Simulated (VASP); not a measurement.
```
Rh
1.0
    0.00000     1.87567     1.87567
    1.87567     0.00000     1.87567
    1.87567     1.87567     0.00000
Rh
1
Cartesian
  0.00000   0.00000   0.00000
```

Calculation: PBE GGA, VASP's PBE PAW potentials (set 64) (plane waves; VASP 6.6.1). Run with 520 eV cut-off, 16×16×16 Γ-centred mesh, first-order Methfessel-Paxton smearing of 0.10 eV, potentials Rh_pv.

Problem. Give the stress tensor in GPa (positive for a compressed cell).

Solution. 
```
18.86   0.00   0.00
 0.00  18.86   0.00
 0.00   0.00  18.86
```
The pressure is its mean diagonal, 18.86 GPa.

The compound is Rh in the fcc structure. This cell is one point of a volume scan, at 0.94 of the reference volume.
